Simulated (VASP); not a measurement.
OSZICAR of a VASP run on ZnS (wurtzite):

### OSZICAR
```
       N       E                     dE             d eps       ncg     rms          rms(c)
DAV:   1     0.234201760297E+03    0.23420E+03   -0.17431E+04   616   0.193E+03
DAV:   2     0.755582258889E+01   -0.22665E+03   -0.22171E+03   646   0.375E+02
DAV:   3    -0.140494773826E+02   -0.21605E+02   -0.21512E+02   742   0.117E+02
DAV:   4    -0.145367804799E+02   -0.48730E+00   -0.48684E+00   736   0.182E+01
DAV:   5    -0.145458718528E+02   -0.90914E-02   -0.90907E-02   736   0.243E+00    0.959E+00
DAV:   6    -0.136720133735E+02    0.87386E+00   -0.20216E+00   964   0.429E+01    0.749E+00
DAV:   7    -0.137053895575E+02   -0.33376E-01   -0.19394E+00   646   0.799E+00    0.327E+00
DAV:   8    -0.136880126805E+02    0.17377E-01   -0.12763E-01   838   0.485E+00    0.109E+00
DAV:   9    -0.136887610300E+02   -0.74835E-03   -0.19541E-02   826   0.269E+00    0.272E-01
DAV:  10    -0.136889398059E+02   -0.17878E-03   -0.15512E-03   712   0.421E-01    0.173E-01
DAV:  11    -0.136891781184E+02   -0.23831E-03   -0.27777E-04   712   0.112E-01    0.633E-02
DAV:  12    -0.136891937167E+02   -0.15598E-04   -0.25872E-05   842   0.584E-02    0.153E-02
DAV:  13    -0.136891956178E+02   -0.19012E-05   -0.33917E-06   614   0.183E-02    0.761E-03
DAV:  14    -0.136891960980E+02   -0.48014E-06   -0.12132E-06   582   0.132E-02
   1 F= -.13689196E+02 E0= -.13689196E+02  d E =-.136892E+02
```

**Question.** Which electronic solver shows in the log?

**Answer.** It is blocked Davidson (ALGO = Normal, or the opening steps of other solvers). The INCAR had ALGO = Normal.

**Question.** Can the final energy be trusted as converged?

**Answer.** The calculation finished and met its thresholds. It stopped with EDIFF = 1E-6, NELM = 100, NSW = 60 and EDIFFG = -0.02 after 1 ionic step (PBE GGA, plane waves, VASP's PBE PAW potentials (set 64)).

The compound is ZnS in the wurtzite structure, the high-temperature form. It was relaxed first. The start is the result of an earlier pass.
